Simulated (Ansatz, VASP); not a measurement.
# GaCo (GaCo (Pm-3m)): VASP beside Ansatz, part 2 of 2

Aim: how closely do two programs agree when they are given the same cell, functional and k mesh? The cell is taken from a series of runs on this material, whose earlier steps may have relaxed, scaled, displaced or heated it; both programs get it as it stands.

VASP 6.6.1 and Ansatz 0.2.0.

So far: The starting structure; Ansatz: relaxation of cell and atoms, r2SCAN.

## (3) VASP: relaxation of cell and atoms, r2SCAN

Level of this step: r2SCAN, spin-polarised from a ferromagnetic start; plane waves and PAW (Ga_d, Co) (VASP).

The same cell, functional, mesh and smearing now go to VASP, with its own data sets.

Lines of VASP's logs that name or quote its potential files are left out, and so is its time.

Input file INCAR:

```
SYSTEM = GaCo
PREC = Accurate
ENCUT = 660
EDIFF = 1E-07
NELM = 200
ISMEAR = -1
SIGMA = 0.05
LREAL = .FALSE.
ALGO = Normal
METAGGA = R2SCAN
LASPH = .TRUE.
NBANDS = 19
ISPIN = 2
MAGMOM = -0.03 0.53
LMAXMIX = 4
LORBIT = 11
LWAVE = .FALSE.
LCHARG = .FALSE.
ISIF = 3
IBRION = 2
NSW = 80
EDIFFG = -0.005
GGA_COMPAT = .FALSE.
NELMIN = 4
LMIXTAU = .TRUE.
KPAR = 2
```

Input file POSCAR:

```
GaCo
1.0
    2.8472290000      0.0000000000      0.0000000000
    0.0000000000      2.8472290000      0.0000000000
    0.0000000000      0.0000000000      2.8472290000
Ga Co
1 1
Direct
    0.5000001756      0.5000001756      0.5000001756
    0.0000000000      0.0000000000      0.0000000000
```

Input file KPOINTS:

```
Automatic mesh
0
Gamma
13 13 13
0 0 0
```

The projector-augmented-wave data sets are Ga_d and Co (PBE family, release 64).

Launch:

```bash
> mpirun -np 2 vasp_std
```

Numbers of over 12 decimals in the logs are rounded to 6 here.

What it wrote:

```text
[banner, memory and clock lines left out]
running    2 mpi-ranks, on    1 nodes
 distrk:  each k-point on    1 cores,    2 groups
 distr:  one band on    1 cores,    1 groups

 POSCAR found type information on POSCAR GaCo
 POSCAR found :  2 types and       2 ions
|                                                                             |
|               ----> ADVICE to this user running VASP <----                  |
|                                                                             |
|     You enforced a specific xc type in the INCAR file but a different       |
|     [... a line on the potential file left out ...]
|     I HOPE YOU KNOW WHAT YOU ARE DOING!                                     |
|                                                                             |

 LDA part: xc-table for (None), standard interpolation
 POSCAR, INCAR and KPOINTS ok, starting setup
 FFT: planning ... GRIDC
 FFT: planning ... GRID_SOFT
 FFT: planning ... GRID
 WAVECAR not read
 entering main loop
       N       E                     dE             d eps       ncg     rms          rms(c)
DAV:   1     0.107568248914E+03    0.10757E+03   -0.11885E+04  7024   0.244E+03
DAV:   2    -0.191858806760E+02   -0.12675E+03   -0.12075E+03  6467   0.373E+02
DAV:   3    -0.284625147312E+02   -0.92766E+01   -0.91103E+01  6899   0.924E+01
DAV:   4    -0.286317729132E+02   -0.16926E+00   -0.16908E+00  7594   0.122E+01
DAV:   5    -0.286391510380E+02   -0.73781E-02   -0.73771E-02  8529   0.227E+00    0.112E+01
DAV:   6    -0.280311469397E+02    0.60800E+00   -0.29957E+01  7118   0.688E+01    0.144E+01
DAV:   7    -0.250174835929E+02    0.30137E+01   -0.10286E+01  7109   0.432E+01    0.129E+00
DAV:   8    -0.250966460143E+02   -0.79162E-01   -0.41834E-01  8910   0.665E+00    0.181E+00
DAV:   9    -0.250644150483E+02    0.32231E-01   -0.21347E-01  7134   0.591E+00    0.494E-01
DAV:  10    -0.250685536817E+02   -0.41386E-02   -0.10438E-02  8126   0.940E-01    0.413E-01
DAV:  11    -0.250687466003E+02   -0.19292E-03   -0.94857E-03  7671   0.952E-01    0.167E-01
DAV:  12    -0.250701701332E+02   -0.14235E-02   -0.83332E-03  8494   0.743E-01    0.218E-01
DAV:  13    -0.250707831797E+02   -0.61305E-03   -0.91250E-03  9239   0.778E-01    0.175E-01
DAV:  14    -0.250706287426E+02    0.15444E-03   -0.89745E-04  8124   0.343E-01    0.658E-02
DAV:  15    -0.250706633739E+02   -0.34631E-04   -0.86226E-04  8777   0.249E-01    0.275E-02
DAV:  16    -0.250706757121E+02   -0.12338E-04   -0.18661E-04  8216   0.126E-01    0.558E-03
DAV:  17    -0.250706761206E+02   -0.40846E-06   -0.28598E-06  7704   0.132E-02    0.438E-03
DAV:  18    -0.250706779770E+02   -0.18564E-05   -0.40144E-06  8299   0.168E-02    0.177E-03
DAV:  19    -0.250706780972E+02   -0.12028E-06   -0.80012E-07  7382   0.695E-03    0.283E-04
DAV:  20    -0.250706781774E+02   -0.80186E-07   -0.29159E-08  3743   0.143E-03
   1 F= -.25070678E+02 E0= -.25066611E+02  d E =-.250707E+02  mag=     0.4096
 curvature:   0.00 expect dE= 0.000E+00 dE for cont linesearch  0.000E+00
 trial: gam= 0.00000 g(F)=  0.000E+00 g(S)=  0.146E-02 ort = 0.000E+00 (trialstep = 0.100E+01)
 search vector abs. value=  0.146E-02
 bond charge predicted
       N       E                     dE             d eps       ncg     rms          rms(c)
DAV:   1    -0.250994882027E+02   -0.28810E-01   -0.30536E-01  6705   0.973E+00    0.126E+00
DAV:   2    -0.250939832232E+02    0.55050E-02   -0.22597E-01  7284   0.636E+00    0.108E+00
DAV:   3    -0.250734063622E+02    0.20577E-01   -0.89398E-02  7152   0.414E+00    0.370E-01
DAV:   4    -0.250708506261E+02    0.25557E-02   -0.29505E-03  8560   0.841E-01    0.106E-01
DAV:   5    -0.250706855343E+02    0.16509E-03   -0.33044E-04  8680   0.252E-01    0.425E-02
DAV:   6    -0.250706376737E+02    0.47861E-04   -0.71629E-05  9506   0.116E-01    0.170E-02
DAV:   7    -0.250706420291E+02   -0.43554E-05   -0.28313E-05  8109   0.687E-02    0.945E-03
DAV:   8    -0.250706462728E+02   -0.42437E-05   -0.11494E-05  7691   0.438E-02    0.380E-03
DAV:   9    -0.250706469242E+02   -0.65138E-06   -0.12688E-06  7263   0.155E-02    0.709E-04
DAV:  10    -0.250706468317E+02    0.92537E-07   -0.39441E-08  4000   0.200E-03
   2 F= -.25070647E+02 E0= -.25066714E+02  d E =0.313457E-04  mag=     0.4259
 trial-energy change:    0.000031  1 .order   -0.000070   -0.001459    0.001319
 step:   0.4707(harm=  0.5251)  dis= 0.00000  next Energy=   -25.071011 (dE=-0.333E-03)
 bond charge predicted
       N       E                     dE             d eps       ncg     rms          rms(c)
DAV:   1    -0.250790338357E+02   -0.83869E-02   -0.85005E-02  6699   0.506E+00    0.669E-01
DAV:   2    -0.250773727132E+02    0.16611E-02   -0.61773E-02  7272   0.336E+00    0.565E-01
DAV:   3    -0.250717857308E+02    0.55870E-02   -0.24163E-02  7152   0.220E+00    0.195E-01
DAV:   4    -0.250710833898E+02    0.70234E-03   -0.81311E-04  8623   0.440E-01    0.558E-02
DAV:   5    -0.250710366045E+02    0.46785E-04   -0.86465E-05  8552   0.130E-01    0.226E-02
DAV:   6    -0.250710187777E+02    0.17827E-04   -0.18681E-05  9330   0.606E-02    0.922E-03
DAV:   7    -0.250710157694E+02    0.30083E-05   -0.78292E-06  7967   0.374E-02    0.450E-03
DAV:   8    -0.250710144738E+02    0.12956E-05   -0.29364E-06  7601   0.223E-02    0.216E-03
DAV:   9    -0.250710141708E+02    0.30301E-06   -0.26703E-07  5456   0.727E-03    0.268E-04
DAV:  10    -0.250710141791E+02   -0.82682E-08   -0.23583E-08  3366   0.167E-03
   3 F= -.25071014E+02 E0= -.25067015E+02  d E =-.336002E-03  mag=     0.4179
 curvature:  -0.26 expect dE=-0.160E-05 dE for cont linesearch -0.160E-05
 trial: gam=-0.06077 g(F)=  0.131E-48 g(S)=  0.616E-05 ort = 0.948E-04 (trialstep = 0.894E+00)
 search vector abs. value=  0.261E-07
 reached required accuracy - stopping structural energy minimisation
```

OUTCAR, selected parts (step 3):

```text
ion  position               nearest neighbor table
   1  0.500  0.500  0.500-   2 2.47   2 2.47   2 2.47   2 2.47   2 2.47   2 2.47   2 2.47   2 2.47

  LATTYP: Found a simple cubic cell.
 ALAT       =     2.8472290000

 Subroutine GETGRP returns: Found 48 space group operations
 (whereof 48 operations were pure point group operations)

The static configuration has the point symmetry O_h .

 Found     84 irreducible k-points:

   k-points           NKPTS =     84   k-points in BZ     NKDIM =     84   number of bands    NBANDS=     19

   dimension x,y,z NGX =    24 NGY =   24 NGZ =   24
   dimension x,y,z NGXF=    48 NGYF=   48 NGZF=   48

   ENCUT  =  660.0 eV  48.51 Ry    6.96 a.u.   5.96  5.96  5.96*2*pi/ulx,y,z

   NELECT =      22.0000    total number of electrons

 k-points in reciprocal lattice and weights: Automatic mesh
   0.00000000  0.00000000  0.00000000       0.000
   0.07692308  0.00000000  0.00000000       0.003
   0.15384615  0.00000000  0.00000000       0.003
   0.23076923  0.00000000  0.00000000       0.003
   0.30769231  0.00000000  0.00000000       0.003
   0.38461538  0.00000000  0.00000000       0.003
   0.46153846  0.00000000  0.00000000       0.003
   0.07692308  0.07692308  0.00000000       0.005
   0.15384615  0.07692308  0.00000000       0.011
[...]
0.46153846  0.46153846  0.38461538       0.011
   0.46153846  0.46153846  0.46153846       0.004

 average (electrostatic) potential at core
       1 -65.1577       2 -83.0790

 E-fermi :   9.8089

 spin component 1
 k-point     1 :       0.0000    0.0000    0.0000
  band No.  band energies     occupation
    ...
      7       6.8308      1.00000
      8       6.8308      1.00000
      9       8.9799      1.00000
     10       8.9799      1.00000
     11       8.9799      1.00000
     12      15.6577      0.00000
     13      15.6577      0.00000
     14      15.6577      0.00000
     15      21.4121      0.00000
     16      21.4121      0.00000
    ...

 k-point     2 :       0.0769    0.0000    0.0000
  band No.  band energies     occupation
    ...
      7       6.8186      1.00000
      8       6.8428      1.00000
      9       8.9033      1.00000
     10       8.9034      1.00000
     11       8.9800      1.00000
     12      14.7065      0.00000
     13      15.8655      0.00000
     14      15.8655      0.00000
     15      21.4396      0.00000
     16      22.0929      0.00000
    ...

 k-point     3 :       0.1538    0.0000    0.0000
  band No.  band energies     occupation
    ...
      7       6.7360      1.00000
      8       6.8765      1.00000
      9       8.7060      1.00000
     10       8.7060      1.00000
     11       8.9804      1.00000
     12      12.9109      0.00000
     13      16.4568      0.00000
     14      16.4568      0.00000
     15      21.5221      0.00000
     16      22.7770      0.00000
    ...

 k-point     4 :       0.2308    0.0000    0.0000
  band No.  band energies     occupation
    ...
      7       6.4212      1.00000
      8       6.9248      1.00000
      9       8.4566      1.00000
     10       8.4566      1.00000
     11       8.9811      1.00000
     12      11.2538      0.00000
     13      17.3624      0.00000
     14      17.3624      0.00000
     15      21.6582      0.00000
     16      23.1814      0.00000
    ...

 k-point     5 :       0.3077    0.0000    0.0000
  band No.  band energies     occupation
    ...
      7       5.6286      1.00000
      8       6.9773      1.00000
      9       8.2200      1.00000
     10       8.2200      1.00000
     11       8.9817      1.00000
     12      10.1833      0.00056
     13      18.5125      0.00000
     14      18.5125      0.00000
     15      21.8387      0.00000
     16      23.6159      0.00000
    ...

 k-point     6 :       0.3846    0.0000    0.0000
  band No.  band energies     occupation
    ...
      8       7.0217      1.00000
      9       8.0408      1.00000
     10       8.0408      1.00000
     11       8.9823      1.00000
     12       9.7302      0.82836
     13      19.8381      0.00000
     14      19.8381      0.00000
     15      22.0323      0.00000
     16      24.1700      0.00000
     17      25.4564      0.00000
    ...

  Total        0.0092273      0.0092273      0.0092273      0.0000000      0.0000000     -0.0000000
  in kB        0.6374134      0.6374134      0.6374134      0.0000000      0.0000000     -0.0000000
  external PRESSURE =       0.6374134 kB  Pullay stress =       0.0000000 kB

  energy-cutoff  :      660.00
  volume of cell :       23.19
      direct lattice vectors                 reciprocal lattice vectors
     2.851818693  0.000000000  0.000000000     0.350653428 -0.000000000 -0.000000000
     0.000000000  2.851818693  0.000000000    -0.000000000  0.350653428 -0.000000000
     0.000000000  0.000000000  2.851818693    -0.000000000 -0.000000000  0.350653428

 POSITION                                       TOTAL-FORCE (eV/Angst)
 -----------------------------------------------------------------------------------
      1.42591      1.42591      1.42591        -0.000000     -0.000000      0.000000
      0.00000      0.00000      0.00000         0.000000      0.000000      0.000000
 -----------------------------------------------------------------------------------
    total drift:                               -0.000091     -0.000091     -0.000091

  FREE ENERGIE OF THE ION-ELECTRON SYSTEM (eV)
  ---------------------------------------------------
  free  energy   TOTEN  =       -25.0710141791 eV

  energy  without entropy=      -25.0630168150  energy(sigma->0) =      -25.06701550

 reached required accuracy - stopping structural energy minimisation

 total charge
# of ion       s       p       d       tot
------------------------------------------
    1        0.821   0.917  10.066  11.805
    2        0.419   0.501   7.522   8.442
--------------------------------------------------
tot          1.241   1.417  17.588  20.246

 magnetization (x)
# of ion       s       p       d       tot
------------------------------------------
    1       -0.003  -0.023  -0.015  -0.040
    2        0.001  -0.017   0.524   0.507
--------------------------------------------------
tot         -0.002  -0.040   0.509   0.467

[... 6 further parts left out ...]
```

CONTCAR:

```
GaCo
   1.00000000000000
     2.8518186925077629    0.0000000000000000    0.0000000000000000
     0.0000000000000000    2.8518186925077629    0.0000000000000000
     0.0000000000000000    0.0000000000000000    2.8518186925077629
  Ga              Co
     1     1
Direct
     0.5000001756000003    0.5000001756000003    0.5000001756000003
     0.0000000000000000    0.0000000000000000    0.0000000000000000
```

SCAN-type functionals tend to overstate the moments of itinerant magnets. The run keeps the 48 symmetry operations of its start, so it cannot find a distortion of lower symmetry.

## (4) Side by side

Known differences besides the potentials themselves: VASP starts from the moments at which Ansatz ended; VASP keeps PBE cores, Ansatz makes them for the functional; the data sets hold 30 valence electrons in Ansatz (on its PAW soft_1 files) and 22 in VASP; the cutoff is 500 eV in Ansatz and 660 eV in VASP; Ansatz adds a Pulay correction to the stress that steers its cell, VASP none; site moments are counted in spheres of each program's own size. Total energies have different zeros and are not compared.

Compared:

| quantity | Ansatz | VASP | difference |
| --- | --- | --- | --- |
| volume (Å³) | 23.19 | 23.19 | -0.01 % |
| edge a after relaxation, in the typed setting (Å) | 2.852 | 2.852 | +0.00 % |
| total moment (μB) | 0.42 | 0.42 | 0.00 |
| moment on Co2 (μB) | 0.53 | 0.51 | +0.02 |

## (5) Outcome

```json
{"difference in volume (relaxation of cell and atoms, r2SCAN)": "-0.0088 %"}
```

**Reading.** The difference in volume is -0.0088 % (relaxation of cell and atoms, r2SCAN), within the 1.2 % picked in this series as the mark of a large difference, as far as the stopping tolerances let one tell. The data sets hold unlike numbers of valence electrons (30 in Ansatz and 22 in VASP), so part of the differences comes from the potentials. How closely two codes agree says nothing of how well the functional describes the real material.

[Lines on the potential files, build, host, timing and source positions are cut from VASP's logs without a mark.]

[Logs are printed without paths, hosts, clocks, repeated set-up lines and the standing remarks that a program may print on its own settings, such as how far it seeks lower states.]

[Hosts, paths, dates, database ids (printed as entryN), source tags and the programs' standing remarks are cut or masked in the printed files.]
